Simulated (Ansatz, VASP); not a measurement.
## Pb (Lead): VASP beside Ansatz

Aim: how closely do two programs agree when they are given the same cell, functional and k mesh?

Main program and level: Ansatz 0.2.0; plane waves, with VASP 6.6.1 beside it; relaxation of cell and atoms at PBEsol.

## (1) Starting point

Symmetry: Fm-3m, No. 225, cubic system. The conventional cell has a = 4.950 Å, b = 4.950 Å, c = 4.950 Å, α = 90.00°, β = 90.00°, γ = 90.00°. Nearest to Pb lie 12 Pb at 3.50 Å.

## (2) VASP: relaxation of cell and atoms, PBEsol

The relaxed volume is the usual yardstick between codes: its relative difference is about their pressure difference at one cell divided by the bulk modulus.

Lines of VASP's logs that name or quote its potential files are left out, and so is its time.

INCAR reads:

```
SYSTEM = Pb
PREC = Accurate
ENCUT = 450
EDIFF = 1E-06
NELM = 100
ISMEAR = 1
SIGMA = 0.1
LREAL = .FALSE.
ALGO = Normal
GGA = PS
NBANDS = 13
LORBIT = 11
LWAVE = .FALSE.
LCHARG = .FALSE.
KPAR = 2
IBRION = 2
NSW = 50
ISIF = 3
EDIFFG = -0.01
```

POSCAR reads:

```
Pb
1.0
    0.0000000000      2.4752500000      2.4752500000
    2.4752500000      0.0000000000      2.4752500000
    2.4752500000      2.4752500000      0.0000000000
Pb
1
Direct
    0.0000000000      0.0000000000      0.0000000000
```

KPOINTS reads:

```
Automatic mesh
0
Gamma
10 10 10
0 0 0
```

Potentials, in the order of the species: Pb_d (PBE family, release 64).

Run with:

```console
$ mpirun -np 2 vasp_std
```

Numbers of over 12 decimals in the logs are rounded to 6 here.

What it wrote:

```text
[banner, memory and clock lines left out]
running    2 mpi-ranks, on    1 nodes
 distrk:  each k-point on    1 cores,    2 groups
 distr:  one band on    1 cores,    1 groups

 POSCAR found type information on POSCAR Pb
 POSCAR found :  1 types and       1 ions
|                                                                             |
|               ----> ADVICE to this user running VASP <----                  |
|                                                                             |
|     You enforced a specific xc type in the INCAR file but a different       |
|     [... a line on the potential file left out ...]
|     I HOPE YOU KNOW WHAT YOU ARE DOING!                                     |
|                                                                             |

 LDA part: xc-table for (Slater+PW92), standard interpolation
 POSCAR, INCAR and KPOINTS ok, starting setup
 FFT: planning ... GRIDC
 FFT: planning ... GRID_SOFT
 FFT: planning ... GRID
 WAVECAR not read
 entering main loop
       N       E                     dE             d eps       ncg     rms          rms(c)
DAV:   1     0.972672478284E+02    0.97267E+02   -0.66429E+03  1263   0.114E+03
DAV:   2     0.702180914169E+00   -0.96565E+02   -0.93111E+02  1292   0.285E+02
DAV:   3    -0.390718324098E+01   -0.46094E+01   -0.45976E+01  1531   0.683E+01
DAV:   4    -0.401007656490E+01   -0.10289E+00   -0.10287E+00  1508   0.109E+01
DAV:   5    -0.401470350447E+01   -0.46269E-02   -0.46268E-02  1755   0.216E+00    0.586E-01
DAV:   6    -0.400062048812E+01    0.14083E-01   -0.18315E-02  1562   0.243E+00    0.278E-01
DAV:   7    -0.399723348678E+01    0.33870E-02   -0.73874E-03  1602   0.141E+00    0.946E-02
DAV:   8    -0.399702359190E+01    0.20989E-03   -0.41556E-04  1854   0.340E-01    0.937E-03
DAV:   9    -0.399702256781E+01    0.10241E-05   -0.68434E-06  1596   0.467E-02    0.440E-03
DAV:  10    -0.399702242132E+01    0.14649E-06   -0.56293E-07  1011   0.109E-02
   1 F= -.39970224E+01 E0= -.39965829E+01  d E =-.399702E+01
 curvature:   0.00 expect dE= 0.000E+00 dE for cont linesearch  0.000E+00
 trial: gam= 0.00000 g(F)=  0.117E-63 g(S)=  0.326E-02 ort = 0.000E+00 (trialstep = 0.100E+01)
 search vector abs. value=  0.326E-02
 bond charge predicted
       N       E                     dE             d eps       ncg     rms          rms(c)
DAV:   1    -0.407949676858E+01   -0.82474E-01   -0.21228E+00  1557   0.286E+01    0.149E+00
DAV:   2    -0.400801904989E+01    0.71478E-01   -0.12532E-01  1462   0.735E+00    0.520E-01
DAV:   3    -0.399814399437E+01    0.98751E-02   -0.35062E-02  1706   0.364E+00    0.414E-02
DAV:   4    -0.399817287679E+01   -0.28882E-04   -0.59278E-04  1412   0.241E-01    0.235E-02
DAV:   5    -0.399822794906E+01   -0.55072E-04   -0.20714E-04  1487   0.109E-01    0.114E-02
DAV:   6    -0.399822324833E+01    0.47007E-05   -0.10069E-05  1527   0.479E-02    0.160E-03
DAV:   7    -0.399822253103E+01    0.71730E-06   -0.61859E-07  1292   0.659E-03
   2 F= -.39982225E+01 E0= -.39978819E+01  d E =-.120011E-02
 trial-energy change:   -0.001200  1 .order   -0.001153   -0.003262    0.000956
 step:   0.7847(harm=  0.7733)  dis= 0.00000  next Energy=    -3.998325 (dE=-0.130E-02)
 bond charge predicted
       N       E                     dE             d eps       ncg     rms          rms(c)
DAV:   1    -0.400206056253E+01   -0.38373E-02   -0.10100E-01  1542   0.644E+00    0.319E-01
DAV:   2    -0.399878763532E+01    0.32729E-02   -0.58810E-03  1472   0.156E+00    0.112E-01
DAV:   3    -0.399832036651E+01    0.46727E-03   -0.16853E-03  1689   0.788E-01    0.916E-03
DAV:   4    -0.399831870598E+01    0.16605E-05   -0.28711E-05  1432   0.545E-02    0.513E-03
DAV:   5    -0.399831751478E+01    0.11912E-05   -0.10148E-05  1442   0.256E-02    0.269E-03
DAV:   6    -0.399831744208E+01    0.72696E-07   -0.57932E-07   931   0.133E-02
   3 F= -.39983174E+01 E0= -.39979638E+01  d E =-.129502E-02
 curvature:  -0.39 expect dE=-0.147E-07 dE for cont linesearch -0.147E-07
 trial: gam= 0.00000 g(F)=  0.123E-61 g(S)=  0.382E-07 ort =-0.112E-04 (trialstep = 0.957E+00)
 search vector abs. value=  0.383E-07
 reached required accuracy - stopping structural energy minimisation
```

OUTCAR, selected parts (step 2):

```text
ion  position               nearest neighbor table
   1  0.000  0.000  0.000-

  LATTYP: Found a face centered cubic cell.
 ALAT       =     4.9505000000

 Subroutine GETGRP returns: Found 48 space group operations
 (whereof 48 operations were pure point group operations)

The static configuration has the point symmetry O_h .

 Found     47 irreducible k-points:

   k-points           NKPTS =     47   k-points in BZ     NKDIM =     47   number of bands    NBANDS=     13

   dimension x,y,z NGX =    24 NGY =   24 NGZ =   24
   dimension x,y,z NGXF=    48 NGYF=   48 NGZF=   48

   ENCUT  =  450.0 eV  33.07 Ry    5.75 a.u.   6.05  6.05  6.05*2*pi/ulx,y,z

   NELECT =      14.0000    total number of electrons

 k-points in reciprocal lattice and weights: Automatic mesh
   0.00000000  0.00000000  0.00000000       0.001
   0.10000000  0.00000000  0.00000000       0.008
   0.20000000  0.00000000  0.00000000       0.008
   0.30000000  0.00000000  0.00000000       0.008
   0.40000000  0.00000000  0.00000000       0.008
   0.50000000  0.00000000  0.00000000       0.004
   0.10000000  0.10000000  0.00000000       0.006
   0.20000000  0.10000000  0.00000000       0.024
   0.30000000  0.10000000  0.00000000       0.024
[...]
-0.30000000  0.40000000  0.20000000       0.024
  -0.30000000  0.50000000  0.20000000       0.012

 average (electrostatic) potential at core
       1 -89.9091

 E-fermi :   7.3504

 k-point     1 :       0.0000    0.0000    0.0000
  band No.  band energies     occupation
    ...
      2      -9.7178      2.00000
      3      -9.7178      2.00000
      4      -9.5688      2.00000
      5      -9.5688      2.00000
      6      -4.5963      2.00000
      7      14.8322      0.00000
      8      14.8322      0.00000
      9      14.8322      0.00000
     10      17.0636      0.00000
     11      18.8201      0.00000
    ...

 k-point     2 :       0.1000    0.0000    0.0000
  band No.  band energies     occupation
    ...
      2      -9.7033      2.00000
      3      -9.7033      2.00000
      4      -9.5693      2.00000
      5      -9.5693      2.00000
      6      -4.4001      2.00000
      7      12.7691      0.00000
      8      14.5947      0.00000
      9      14.5947      0.00000
     10      16.7381      0.00000
     11      19.6348      0.00000
    ...

 k-point     3 :       0.2000    0.0000    0.0000
  band No.  band energies     occupation
    ...
      2      -9.6813      2.00000
      3      -9.6813      2.00000
      4      -9.5539      2.00000
      5      -9.5539      2.00000
      6      -3.8112      2.00000
      7       9.5903      0.00000
      8      14.0624      0.00000
      9      14.0624      0.00000
     10      16.4245      0.00000
     11      19.5220      0.00000
    ...

  Total        0.0005139      0.0005139      0.0005139      0.0000000      0.0000000     -0.0000000
  in kB        0.0276139      0.0276139      0.0276139      0.0000000      0.0000000     -0.0000000
  external PRESSURE =       0.0276139 kB  Pullay stress =       0.0000000 kB

  energy-cutoff  :      450.00
  volume of cell :       29.82
      direct lattice vectors                 reciprocal lattice vectors
     0.000000000  2.461183089  2.461183089    -0.203154329  0.203154329  0.203154329
     2.461183089  0.000000000  2.461183089     0.203154329 -0.203154329  0.203154329
     2.461183089  2.461183089 -0.000000000     0.203154329  0.203154329 -0.203154329

 POSITION                                       TOTAL-FORCE (eV/Angst)
 -----------------------------------------------------------------------------------
      0.00000      0.00000      0.00000        -0.000000      0.000000     -0.000000
 -----------------------------------------------------------------------------------
    total drift:                               -0.000000      0.000000      0.000000

  FREE ENERGIE OF THE ION-ELECTRON SYSTEM (eV)
  ---------------------------------------------------
  free  energy   TOTEN  =        -3.9983174421 eV

  energy  without entropy=       -3.9972564322  energy(sigma->0) =       -3.99796377

 reached required accuracy - stopping structural energy minimisation

 total charge
# of ion       s       p       d       tot
------------------------------------------
    1        1.388   0.751   9.809  11.948

[... 3 further parts left out ...]
```

CONTCAR:

```
Pb
   1.00000000000000
     0.0000000000000000    2.4611830889438360    2.4611830889438360
     2.4611830889438360    0.0000000000000000    2.4611830889438360
     2.4611830889438360    2.4611830889438360   -0.0000000000000000
  Pb
     1
Direct
     0.0000000000000000    0.0000000000000000    0.0000000000000000
```

## (3) Ansatz: relaxation of cell and atoms, PBEsol

Ansatz runs on its default PAW (the set named soft_2) files.

The same cell, functional, mesh and smearing now go to Ansatz, which takes its cutoff from its data sets.

input.yaml reads:

```yaml
crystal:
  lattice:
    - [0.0, 2.47525, 2.47525]
    - [2.47525, 0.0, 2.47525]
    - [2.47525, 2.47525, 0.0]
  atoms:
    - { symbol: Pb, position: [0.0, 0.0, 0.0] }
hamiltonian:
  xc: pbesol
  pseudopotentials: { kind: paw }
kpoints:
  mp_grid: { grid: [10, 10, 10] }
scf:
  occupations: { method: methfessel_paxton, width: 0.1 }
relax:
  f_tol: 0.01
  max_steps: 60
  cell: { stress_tol: 0.05 }
output:
  forces: true
  stress: true
  write_density: true
  write_potential: true
  elf: true
  volumetric_format: npy
```

Run with:

```console
$ ansatz run input.yaml --threads 4 --pin off --max-ram 9216MiB --backend cpu --events-out ev --progress --plain --runs-dir out
```

What it wrote:

```text
Engine: ansatz 0.2.0, aarch64-unknown-linux-gnu
Pseudopotentials: kind: paw
Pseudopotential: Pb, paw, valence charge 14, recommended cutoff 420 eV (normal), Pb.paw.azcp
Functional definition: PBEsol
  exchange = pbesol_x
  correlation = pbesol_c
Crystal: 1 atoms, lattice volume = 30.331 Å³
Basis set: ecut = 420 eV, 609 PW (Γ), exchange–correlation on 48×48×48 points (8 copies of the dense FFT grid, shifted against one another)
Bands: 11, of which v1, the nominal top of the filled ones, is band 7 counted from 1 (6 counted from 0)
Symmetry: 48 space group operations
Space group: Fm-3m (ITA 225), of the structure as read, at distance tolerance 3.1e-5 Å
k-points: 47 of 1000
Non-local potential: Pb, projectors of the file, l = 0: 2, l = 1: 2, l = 2: 2, l = 3: 2
PAW form: soft (Blöchl's): semilocal exchange-correlation on the pseudo side does not see the compensation charge
PAW frozen core: Pb, regenerated for the run's functional, and the local potential with it (the file was generated under x = pbe(κ = 0.804, μ = 0.219515), c = pbe(β = 0.066725))
PAW one-centre angular grid: Pb, 590 points (default); XC on 64 Gauss nodes
Initial density: superposition of atomic densities (neutral atoms: chi_scale 0, normalization atom), corrected by the library's trained network
Initial wavefunctions: pseudopotential atomic-orbital guess
Functional: x = pbesol(κ = 0.804, μ = 0.123457), c = pbesol(β = 0.046)
SCF iter   1: F=—  HF=-11754.943124 eV  |F-HF|=—  |Δ(HF+E_count)|=         —  Δρ=1.80e-3  dr2=9.03e-4  ethr=1.77e-3  ⟨swp⟩=5.6  Hψ=3392  notcnv=0
preconditioner: auto → none  [insulator: Δε(μ)=0.334 eV  Ē_g=19.860 eV  σ=0.100 eV  W_gap=0.54  n_scr=8 (ndim 8)  ℏωp=25.2 eV  f_vac=0.000  D(μ)=0.97/eV (n_scr^D=8)  ε∞_Penn≈2.6]
SCF iter   2: F=—  HF=-11754.942235 eV  |F-HF|=—  |Δ(HF+E_count)|=   8.89e-4  S|Δr|=    0.00e0  Δρ=4.30e-4  dr2=4.54e-5  ethr=6.45e-6  ⟨swp⟩=2.8  Hψ=1276  notcnv=0
SCF iter   3: F=—  HF=-11754.942227 eV  |F-HF|=—  |Δ(HF+E_count)|=   7.80e-6  S|Δr|=    0.00e0  Δρ=7.57e-5  dr2=1.47e-6  ethr=3.24e-7  ⟨swp⟩=2.0  Hψ=827  notcnv=0
SCF iter   4: F=—  HF=-11754.942227 eV  |F-HF|=—  |Δ(HF+E_count)|=   4.46e-7  S|Δr|=    0.00e0  Δρ=5.81e-5  dr2=8.34e-7  ethr=7.14e-10  ⟨swp⟩=8.5  Hψ=3322  notcnv=0
SCF iter   5: F=—  HF=-11754.942227 eV  |F-HF|=—  |Δ(HF+E_count)|=   2.93e-7  S|Δr|=    0.00e0  Δρ=2.50e-5  dr2=1.64e-7  ethr=5.95e-9  ⟨swp⟩=2.0  Hψ=811  notcnv=0
SCF iter   6: F=-11754.942227 eV  HF=-11754.942227 eV  |F-HF|=1.22e-8  |Δ(HF+E_count)|=   7.19e-8  S|Δr|=    0.00e0  Δρ=6.68e-6  dr2=1.17e-8  ethr=7.14e-10  ⟨swp⟩=7.5  Hψ=2555  notcnv=0
SCF 1 converged in 6 iterations: F = -11754.942227 eV  dr2 = 1.17e-8
  greatest PAW one-centre occupation: 0.978 electrons in one spin orbital (limit 2), on the Pb atom at site 0 (counted from 0), in its partial waves of l = 2
relax step   1: F+E_penalty+E_count = -11754.94222692 eV  Δ(F+E_penalty+E_count) = +0.000e0 eV  max|allowed force component| = 0.000e0 eV/Å  Δτ_max = 0.0000 Å  P = -0.787 GPa  Ω = 30.331 Å³  (6 SCF iters, dr2 threshold 1.00e-7 eV, accepted)
[...]
relax step   2: F+E_penalty+E_count = -11754.94358394 eV  Δ(F+E_penalty+E_count) = -1.357e-3 eV  max|allowed force component| = 0.000e0 eV/Å  Δτ_max = 0.0000 Å  P = +0.045 GPa  Ω = 29.790 Å³  energy of the carried Pulay correction = +6.696e-5 eV  (4 SCF iters, dr2 threshold 1.00e-7 eV, accepted)
[...]
relax step   3: F+E_penalty+E_count = -11754.94351570 eV  Δ(F+E_penalty+E_count) = +6.824e-5 eV  max|allowed force component| = 0.000e0 eV/Å  Δτ_max = 0.0000 Å  P = +0.044 GPa  Ω = 29.790 Å³  stress off target by 4.37e-2 GPa  SCF on the basis re-selected at this cell (its energy is not comparable with the rows above)  (4 SCF iters)
basis re-selected at this cell: Δ(F+E_penalty+E_count) = +6.824e-5 eV, ΔP = -0.001 GPa vs the last step (what re-selecting the basis moved, of the pressure what is left beyond the Pulay correction that the steps carried, after the strain that the cell walked since its last selection, with what the two solves' SCF thresholds leave and, on support functions, any second-order correction that the steps lacked; it is no measure of the basis error at this ecutwfc). This SCF's stress stands 4.37e-2 GPa from its target on what of the cell is left free (relax.cell.stress_tol is 5.00e-2 GPa) and its largest allowed force component is 0.00e0 eV/Å (relax.f_tol is 1.00e-2 eV/Å): [rest of the remark cut]
SCF converged after 4 iterations
Stability not checked: this state was not tested for a lower state beside it, because cold or Methfessel-Paxton smearing, or corrected tetrahedra, fill the levels in a way that the test cannot read (fill_not_monotonic; see scf.lower_state_search)
Free energy (F): -11754.943516 eV
Harris-Foulkes:  -11754.943516 eV  (|F-HF|=7.28e-12)
Internal energy: -11754.942481 eV  (E = F + TS)
E sigma→0 (E₀):  -11754.943257 eV
Entropy (-TS):   -0.001035 eV (-1.035 meV/atom)
Fermi energy:    11.110299 eV
--- Per-component energies (eV) ---
  E_band       = -35.140052
  E_kinetic    = 289.344126
  E_local      = -1004.982762  (includes V_loc(G=0)·N_el)
  E_nonlocal   = 351.675046
  E_hartree    = 398.657169
  E_xc         = -219.165168
  E_vxc        = -132.958519  (∫ρ·V_xc dr)
  E_paw        = -10255.734337  (= ΣΔE_a)
  E_vpaw       = -335.532311  (= ΣTr[D̂ρ^β])
  E_aug_tail   = 0.000047  (compensation charges beyond the density's cutoff)
  E_ewald      = -1314.798719
  E_core_change = 0.062117  (= ΣΔE_core)
  E_smearing   = -0.001035  (= −TS)
  E_closure    = -0.000000  (closes the sum)
  Σ components = -11754.943516   (vs F -11754.943516, Δ=0.00e0)
--- Forces (eV/Å), atoms counted from 1 ---
  atom   1  Pb    -0.00000000     0.00000000    -0.00000000
  max |Σ_I F_I| component: 1.97e-31 eV/Å
--- Stress (GPa, compression-positive) ---
        0.043654       0.000000       0.000000
        0.000000       0.043654       0.000000
        0.000000       0.000000       0.043654
  P = ⅓ Tr σ = 0.0437 GPa (0.437 kbar)
--- Band table (eV; the first three rows and the last of 47) ---
  k-point 0: bands = [... 3 lower, -5.8256, -5.8256, -0.8344, 18.6015, 18.6015, 18.6015, 20.8016, 22.5924]
  k-point 1: bands = [... 3 lower, -5.8261, -5.8261, -0.6379, 16.5362, 18.3635, 18.3635, 20.4830, 23.3986]
  k-point 2: bands = [... 3 lower, -5.8108, -5.8108, -0.0481, 13.3547, 17.8301, 17.8301, 20.1760, 23.2629]
  k-point 46: bands = [... 3 lower, -5.7655, -5.6469, 4.4612, 8.9608, 10.3987, 11.4047, 20.9689, 21.7725]
--- Relaxed structure (2 steps of the walk, 2 accepted, 1 SCFs on fresh bases) ---
  F+E_penalty+E_count = -11754.94351570 eV   max|allowed force component| = 0.000e0 eV/Å   (the final SCF, on the basis selected at the relaxed cell)
  cell:  # Å, volume = 29.7903 Å³
    - [0, 2.460452, 2.460452]
    - [2.460452, 0, 2.460452]
    - [2.460452, 2.460452, 0]
  atoms:
    - { symbol: Pb, position: [0.0, 0.0, 0.0] }
```

Elapsed: 1.2 s, on 4 threads of Arm Neoverse V1, shared host; peak memory 0.31 GiB; 3.5 s of CPU time.

## (4) Differences

Known differences besides the potentials themselves: both relaxations stop at a tolerance, which leaves soft axes loose, and VASP keeps its plane-wave basis; the cutoff is 420 eV in Ansatz and 450 eV in VASP; Ansatz makes its cores anew for this functional, VASP keeps those of its PBE data sets; VASP leaves aspherical gradient terms in its spheres out (LASPH is not set), Ansatz keeps them; Ansatz adds a Pulay correction to the stress that steers its cell, VASP none. Total energies have different zeros and are not compared.

The two programs side by side:

```
                                         quantity  Ansatz   VASP  difference
                                      volume (Å³)   29.79  29.82     -0.09 %
edge a after relaxation, in the typed setting (Å)   3.480  3.481     -0.03 %
```

The walks stopped with 0.04 GPa left in Ansatz and 0.00 GPa in VASP; each walk ends within a tolerance, so the volume difference is uncertain by about these residues over the bulk modulus, most in soft cells.

## (5) Results

```json
{
  "difference in volume (relaxation of cell and atoms, PBEsol)": "-0.089 %"
}
```

In words: The difference in volume is -0.089 % (relaxation of cell and atoms, PBEsol), within the 1.2 % picked in this series as the mark of a large difference, as far as the stopping tolerances let one tell. How closely two codes agree says nothing of how well the functional describes the real material.

[Lines on the potential files, build, host, timing and source positions are cut from VASP's logs without a mark.]

[Logs are printed without paths, hosts, clocks, repeated set-up lines and the standing remarks that a program may print on its own settings, such as how far it seeks lower states.]

[Hosts, paths, dates, database ids (printed as entryN), source tags and the programs' standing remarks are cut or masked in the printed files.]
